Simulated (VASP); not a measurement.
Output of a VASP run:

File OSZICAR:
```
       N       E                     dE             d eps       ncg     rms          rms(c)
DAV:   1     0.877511569560E+02    0.87751E+02   -0.11751E+04  2280   0.141E+03
DAV:   2    -0.708662675559E+01   -0.94838E+02   -0.93931E+02  2875   0.288E+02
DAV:   3    -0.140751216201E+02   -0.69885E+01   -0.69053E+01  4239   0.477E+01
DAV:   4    -0.142167205638E+02   -0.14160E+00   -0.14145E+00  2563   0.753E+00
DAV:   5    -0.142203434920E+02   -0.36229E-02   -0.36228E-02  3271   0.898E-01    0.358E+01
DAV:   6    -0.139266202382E+02    0.29372E+00   -0.38416E-01  2280   0.449E+00    0.219E+01
DAV:   7    -0.138879477353E+02    0.38673E-01   -0.73576E-01  3217   0.546E+00    0.170E+00
DAV:   8    -0.138771251286E+02    0.10823E-01   -0.12369E-01  2770   0.239E+00    0.476E-01
DAV:   9    -0.138772165180E+02   -0.91389E-04   -0.49371E-03  2966   0.558E-01    0.182E-01
DAV:  10    -0.138771706988E+02    0.45819E-04   -0.47802E-04  3163   0.190E-01    0.448E-02
DAV:  11    -0.138771725115E+02   -0.18128E-05   -0.23109E-05  2939   0.359E-02    0.368E-02
DAV:  12    -0.138771720374E+02    0.47417E-06   -0.51797E-06  2686   0.211E-02    0.667E-03
DAV:  13    -0.138771719382E+02    0.99198E-07   -0.39558E-07  2370   0.637E-03
   1 F= -.13877172E+02 E0= -.13876833E+02  d E =-.138772E+02
       N       E                     dE             d eps       ncg     rms          rms(c)
DAV:   1    -0.138865011266E+02   -0.93291E-02   -0.41450E-01  2280   0.523E+00    0.445E-01
DAV:   2    -0.138812017931E+02    0.52993E-02   -0.13089E-02  2497   0.810E-01    0.270E-01
DAV:   3    -0.138791013664E+02    0.21004E-02   -0.61161E-03  2889   0.582E-01    0.162E-01
DAV:   4    -0.138791211787E+02   -0.19812E-04   -0.18626E-04  2798   0.974E-02    0.552E-02
DAV:   5    -0.138791002799E+02    0.20899E-04   -0.52142E-05  2973   0.544E-02    0.551E-03
DAV:   6    -0.138791004414E+02   -0.16149E-06   -0.18553E-06  2892   0.101E-02    0.313E-03
DAV:   7    -0.138791004369E+02    0.45015E-08   -0.50847E-08  1616   0.223E-03
   2 F= -.13879100E+02 E0= -.13878858E+02  d E =-.192850E-02
       N       E                     dE             d eps       ncg     rms          rms(c)
DAV:   1    -0.138850690986E+02   -0.59687E-02   -0.30179E-01  2280   0.446E+00    0.382E-01
DAV:   2    -0.138811475501E+02    0.39215E-02   -0.96018E-03  2490   0.692E-01    0.233E-01
DAV:   3    -0.138796224636E+02    0.15251E-02   -0.43159E-03  2861   0.487E-01    0.147E-01
DAV:   4    -0.138796346121E+02   -0.12149E-04   -0.12476E-04  2798   0.803E-02    0.480E-02
DAV:   5    -0.138796183302E+02    0.16282E-04   -0.42064E-05  2973   0.488E-02    0.505E-03
DAV:   6    -0.138796184516E+02   -0.12142E-06   -0.14226E-06  2858   0.882E-03    0.277E-03
DAV:   7    -0.138796184484E+02    0.32087E-08   -0.35808E-08  1490   0.188E-03
   3 F= -.13879618E+02 E0= -.13879344E+02  d E =-.244651E-02
```

### OUTCAR
```
------------------------ aborting loop because EDIFF is reached ----------------------------------------
  FORCE on cell =-STRESS in cart. coord.  units (eV):
  Direction    XX          YY          ZZ          XY          YZ          ZX
  --------------------------------------------------------------------------------------
  Total        0.4739216      0.4739217      0.4735813      0.0000000     -0.0000000      0.0000000
  in kB       13.1036277     13.1036299     13.0942171      0.0000000     -0.0000000      0.0000000
  external PRESSURE =      13.1004915 kB  Pullay stress =       0.0000000 kB
  volume of cell :       57.95
      direct lattice vectors                 reciprocal lattice vectors
     1.747063225 -3.026002527 -0.000000000     0.286194565 -0.165234495  0.000000000
     1.747063225  3.026002527 -0.000000000     0.286194565  0.165234495 -0.000000000
     0.000000000  0.000000000  5.480468234     0.000000000  0.000000000  0.182466161
 POSITION                                       TOTAL-FORCE (eV/Angst)
 -----------------------------------------------------------------------------------
      1.74706      1.00867      1.37012        -0.000000      0.000000      0.000000
      1.74706     -1.00867      4.11035         0.000000     -0.000000      0.000000
 -----------------------------------------------------------------------------------
    total drift:                                0.000000      0.000499     -0.000011
  FREE ENERGIE OF THE ION-ELECTRON SYSTEM (eV)
  ---------------------------------------------------
  free  energy   TOTEN  =       -13.8796184484 eV

  energy  without entropy=      -13.8787957910  energy(sigma->0) =      -13.87934423

 reached required accuracy - stopping structural energy minimisation
```
(Selected blocks of OUTCAR.)

File POSCAR:
```
Y
1
    1.7576146281    -3.0442780872     0.0000000000
    1.7576146281     3.0442780872     0.0000000000
    0.0000000000     0.0000000000     5.4148644968
Y
2
Direct
  0.3333330000   0.6666670000   0.2500000000
  0.6666670000   0.3333330000   0.7500000000
```

Write an INCAR and KPOINTS that could have produced this output.

Several could match; the one computed here: the input of the run itself, LDA (Ceperley-Alder, Perdew-Zunger), plane waves, VASP's LDA PAW potentials (set 64).

### INCAR
```
# general
SYSTEM  = Y
PREC    = Accurate
ENCUT   = 520
LREAL   = .False.
LASPH   = .True.

# electronic loop
EDIFF   = 1E-7
NELM    = 100
ALGO    = Normal
LMAXMIX = 4

# smearing
ISMEAR  = 1
SIGMA   = 0.1

# ions
IBRION  = 2
NSW     = 30
ISIF    = 4
EDIFFG  = -0.01

# output
LWAVE   = .False.
LCHARG  = .False.
```

**KPOINTS**
```
kpoints
0
G
  12 12 7
```

POTCAR, in this order: Y_sv (LDA.64 set). Program: vasp_std.

The compound is Y in the hcp structure. This cell is one point of a volume scan, at 0.97 of the reference volume. Symmetry was kept, so distortions that lower it aren't found.
